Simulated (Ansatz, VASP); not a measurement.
**BaTiO3 in two plane-wave programs**

Wanted: the spread between two codes on one cell, functional and k mesh.

Program: Ansatz 0.2.0. Level of theory: plane waves, with VASP 6.6.1 beside it; band structure at r2SCAN. Results are calculated unless marked as measured.

### 1. Starting point

It takes space group R3m (No. 160, trigonal). The conventional cell has a = 5.655 Å, b = 5.655 Å, c = 6.955 Å, α = 90.00°, β = 90.00°, γ = 120.00°. Nearest to Ba lie 12 O at 2.79 to 2.89 Å. Nearest to Ti lie 6 O at 1.87 to 2.14 Å. Nearest to O lie 2 Ti at 1.87 to 2.14 Å and 4 Ba at 2.79 to 2.89 Å. Farther neighbours and most contacts between anions are not listed.

### 2. Ansatz: band structure, r2SCAN

Ansatz runs on its default PAW (the set named soft_2) files.

The same path points are solved in both programs, so levels can be compared one by one.

Input file input.yaml:

```yaml
crystal:
  lattice:
    - [2.8273666084, 1.6323808724, 2.3183934932]
    - [-2.8273666084, 1.6323808724, 2.3183934932]
    - [0.0, -3.2647617449, 2.3183934932]
  atoms:
    - { symbol: Ba, position: [0.0, 0.0, 0.0] }
    - { symbol: Ti, position: [0.4845, 0.4845, 0.4845] }
    - { symbol: O, position: [0.5086, 0.5086, 0.0175] }
    - { symbol: O, position: [0.0175, 0.5086, 0.5086] }
    - { symbol: O, position: [0.5086, 0.0175, 0.5086] }
hamiltonian:
  xc: r2scan
  pseudopotentials: { kind: paw }
kpoints:
  mp_grid: { grid: [6, 6, 6] }
  band_path:
    path:
      - [0.0, 0.0, 0.0]
      - [0.13636, 0.0, 0.0]
      - [0.31818, 0.0, 0.0]
      - [0.5, 0.0, 0.0]
      - [0.5, 0.09039, -0.09039]
      - [0.5, 0.27118, -0.27118]
      - [0.5, 0.45197, -0.45197]
      - [0.50257, 0.5, 0.49743]
      - [0.50154, 0.5, 0.49846]
      - [0.50129, 0.5, 0.49871]
      - [0.50051, 0.5, 0.49949]
      - [0.5, 0.5, 0.5]
      - [0.31818, 0.31818, 0.31818]
      - [0.13636, 0.13636, 0.13636]
      - [0.0, 0.0, 0.0]
      - [0.13598, 0.0, -0.13598]
      - [0.31728, 0.0, -0.31728]
      - [0.49859, 0.0, -0.49859]
      - [0.50116, 0.49884, 0.0]
      - [0.50064, 0.49936, 0.0]
      - [0.50013, 0.49987, 0.0]
      - [0.50013, 0.50013, 0.0452]
      - [0.50064, 0.50064, 0.22599]
      - [0.50116, 0.50116, 0.40678]
      - [0.50141, 0.50141, 0.49717]
      - [0.5009, 0.5009, 0.4982]
      - [0.50039, 0.50039, 0.49923]
      - [0.5, 0.5, 0.5]
      - [0.50077, 0.13598, 0.13598]
      - [0.5018, 0.31728, 0.31728]
      - [0.50283, 0.49859, 0.49859]
    npoints: 1
scf:
  occupations: { method: gaussian, width: 0.01 }
  n_extra_bands: 8
output:
  forces: true
  stress: true
  eigenvalues: true
```

On the command line:

```
$ ansatz run input.yaml --threads 2 --pin off --max-ram 4608MiB --backend cpu --events-out ev --progress --plain --runs-dir out
```

Numbers of over 12 decimals in the logs are rounded to 6 here.

Log:

```text
scf.n_extra_bands = 8 over 20 filled bands (N_el = 40.0): the run solves 28 bands
Engine: ansatz 0.2.0, aarch64-unknown-linux-gnu
Pseudopotentials: kind: paw
Pseudopotential: Ba, paw, valence charge 10, recommended cutoff 500 eV (meta_gga), Ba.paw.azcp
Pseudopotential: Ti, paw, valence charge 12, recommended cutoff 500 eV (meta_gga), Ti.paw.azcp
Pseudopotential: O, paw, valence charge 6, recommended cutoff 500 eV (meta_gga), O.paw.azcp
Functional definition: r2SCAN
  parameter k0 = 0.174
  parameter k1 = 0.065
  parameter a1 = 4.9479
  exchange = r2scan_x(k0 = k0, k1 = k1, a1 = a1)
  correlation = r2scan_c
Crystal: 5 atoms, lattice volume = 64.201 Å³
Basis set: ecut = 500 eV, 1647 PW (Γ), exchange–correlation on 120×120×120 points (64 copies of the dense FFT grid, shifted against one another)
Bands: 28, of which v1, the nominal top of the filled ones, is band 20 counted from 1 (19 counted from 0)
Symmetry: 6 space group operations
Space group: R3m (ITA 160), of the structure as read, at distance tolerance 4.0e-5 Å
k-points: 32 of 216 (time reversal used)
Non-local potential: Ba, projectors of the file, l = 0: 3, l = 1: 2, l = 2: 2, l = 3: 2
Non-local potential: Ti, projectors of the file, l = 0: 3, l = 1: 2, l = 2: 3, l = 3: 1
Non-local potential: O, projectors of the file, l = 0: 2, l = 1: 2, l = 2: 1
PAW form: soft (Blöchl's): semilocal exchange-correlation on the pseudo side does not see the compensation charge
PAW frozen core: Ba, regenerated for the run's functional (the file was generated under x = pbe(κ = 0.804, μ = 0.219515), c = pbe(β = 0.066725))
PAW frozen core: Ti, regenerated for the run's functional (the file was generated under x = pbe(κ = 0.804, μ = 0.219515), c = pbe(β = 0.066725))
PAW frozen core: O, regenerated for the run's functional (the file was generated under x = pbe(κ = 0.804, μ = 0.219515), c = pbe(β = 0.066725))
PAW one-centre angular grid: Ba, 302 points (default); XC on 160 Gauss nodes
PAW one-centre angular grid: Ti, 590 points (default); XC on 160 Gauss nodes
PAW one-centre angular grid: O, 302 points (default); XC on 160 Gauss nodes
Initial density: superposition of atomic densities (neutral atoms: chi_scale 0, normalization atom), corrected by the library's trained network
Initial wavefunctions: pseudopotential atomic-orbital guess
Functional: x = r2scan, c = r2scan; τ floored in thin density (d = 2e-4 eV/Å³)
SCF iter   1: F=—  HF=-10183.728061 eV  |F-HF|=—  |Δ(HF+E_count)|=         —  Δρ=2.10e-2  dr2=3.52e-1  dr2_τ=2.50e-1  ethr=1.77e-3  ⟨swp⟩=7.1  Hψ=4773  notcnv=0
preconditioner: auto → Resta (q_TF=auto, 2.521 Å⁻¹)  ε∞=4.3  [insulator: Δε(μ)=3.257 eV  Ē_g=14.457 eV  σ=0.010 eV  W_gap=1.00  n_scr=18 (ndim 8)  ℏωp=26.2 eV  f_vac=0.000  D(μ)=0.00/eV (n_scr^D=0)  ε∞_Penn≈4.3]
SCF iter   2: F=—  HF=-10183.839773 eV  |F-HF|=—  |Δ(HF+E_count)|=   1.12e-1  Δρ=1.15e-2  dr2=5.51e-2  dr2_τ=2.05e-2  ethr=8.81e-4  ⟨swp⟩=3.6  Hψ=1969  notcnv=0  defer=86
SCF iter   3: F=—  HF=-10183.831807 eV  |F-HF|=—  |Δ(HF+E_count)|=   7.97e-3  Δρ=3.60e-3  dr2=5.50e-3  dr2_τ=4.14e-4  ethr=1.38e-4  ⟨swp⟩=2.1  Hψ=1271  notcnv=0  defer=86
SCF iter   4: F=—  HF=-10183.831087 eV  |F-HF|=—  |Δ(HF+E_count)|=   7.21e-4  Δρ=1.46e-3  dr2=9.95e-4  dr2_τ=1.47e-4  ethr=1.38e-5  ⟨swp⟩=2.5  Hψ=1530  notcnv=0  defer=86
SCF iter   5: F=—  HF=-10183.830949 eV  |F-HF|=—  |Δ(HF+E_count)|=   1.37e-4  Δρ=3.26e-4  dr2=5.32e-5  dr2_τ=3.94e-6  ethr=2.49e-6  ⟨swp⟩=2.4  Hψ=1321  notcnv=0  defer=86
SCF iter   6: F=—  HF=-10183.830947 eV  |F-HF|=—  |Δ(HF+E_count)|=   1.79e-6  Δρ=8.00e-5  dr2=4.93e-6  dr2_τ=2.92e-7  ethr=1.33e-7  ⟨swp⟩=2.5  Hψ=1322  notcnv=0  defer=86
SCF iter   7: F=-10183.830947 eV  HF=-10183.830947 eV  |F-HF|=3.94e-9  |Δ(HF+E_count)|=   4.84e-7  Δρ=7.42e-6  dr2=2.38e-8  dr2_τ=3.53e-9  ethr=2.50e-10  ⟨swp⟩=8.8  Hψ=5186  notcnv=0
SCF 1 converged in 7 iterations: F = -10183.830947 eV  dr2 = 2.38e-8
  greatest PAW one-centre occupation: 0.999 electrons in one spin orbital (limit 2), on the Ti atom at site 1 (counted from 0), in its partial waves of l = 1
NSCF: frozen V_eff on 31 k-points
SCF converged after 7 iterations
Free energy (F): -10183.830947 eV
Harris-Foulkes:  -10183.830947 eV  (|F-HF|=3.94e-9)
Internal energy: -10183.830947 eV  (E = F + TS)
E sigma→0 (E₀):  -10183.830947 eV
Fermi energy:    11.316512 eV
--- Per-component energies (eV) ---
  E_band       = -173.577246
  E_kinetic    = 975.426834
  E_local      = -2117.759668  (includes V_loc(G=0)·N_el)
  E_nonlocal   = 199.877887
  E_hartree    = 829.184557
  E_xc         = -475.636078
  E_vxc        = -604.754836  (∫ρ·V_xc dr)
  E_paw        = -6785.434999  (= ΣΔE_a)
  E_vpaw       = -321.560338  (= ΣTr[D̂ρ^β])
  E_aug_tail   = 0.003066  (compensation charges beyond the density's cutoff)
  E_vtau       = 36.821876  (kinetic-family band-sum trace: ∫τ·v_τ [+ j·A + Jᵃ·Aᵃ] dr)
  E_ewald      = -2809.213684
  E_core_change = -0.278864  (= ΣΔE_core)
  E_smearing   = -0.000000  (= −TS)
  E_closure    = 0.000000  (closes the sum)
  Σ components = -10183.830947   (vs F -10183.830947, Δ=0.00e0)
--- Forces (eV/Å), atoms counted from 1 ---
  atom   1  Ba    -0.00000000     0.00000000    -0.13337567
  atom   2  Ti    -0.00000000    -0.00000000     0.09542632
  atom   3  O      0.00000000     0.04250438     0.01265556
  atom   4  O     -0.03680987    -0.02125219     0.01265556
  atom   5  O      0.03680987    -0.02125219     0.01265556
  max |Σ_I F_I| component: 1.73e-5 eV/Å
--- Stress (GPa, compression-positive) ---
        1.928621      -0.000000       0.000000
       -0.000000       1.928621       0.000000
        0.000000       0.000000       1.865420
  P = ⅓ Tr σ = 1.9076 GPa (19.076 kbar)
--- Band table (eV; the first three rows and the last of 32) ---
  k-point 0: bands = [... 16 lower, 8.8038, 9.4350, 9.5486, 9.5486, 12.7160, 12.7160, 12.8528, 14.7907, ... 4 higher]
  k-point 1: bands = [... 16 lower, 8.6512, 9.0138, 9.4254, 9.4590, 12.7603, 13.0722, 13.1061, 14.7878, ... 4 higher]
  k-point 2: bands = [... 16 lower, 8.3723, 8.4856, 9.1289, 9.1973, 12.8297, 13.7327, 13.8338, 14.7749, ... 4 higher]
  k-point 31: bands = [... 16 lower, 7.6167, 9.9031, 9.9031, 9.9171, 14.6514, 14.8074, 14.8074, 17.2666, ... 4 higher]
```

Run time: 9.6 s. Hardware: 2 threads of Arm Neoverse V2, shared host; peak memory 0.45 GiB; 19 s of CPU time.

Reading the cycles: dr2 is the Hartree energy of the density residual (eV), the measure of convergence; HF is the Harris–Foulkes estimate of the energy, which meets the free energy F at convergence.

(Continued in part 2 of 2.)

[Lines on the potential files, build, host, timing and source positions are cut from VASP's logs without a mark.]

[Logs are printed without paths, hosts, clocks, repeated set-up lines and the standing remarks that a program may print on its own settings, such as how far it seeks lower states.]

[Hosts, paths, dates, database ids (printed as entryN), source tags and the programs' standing remarks are cut or masked in the printed files.]
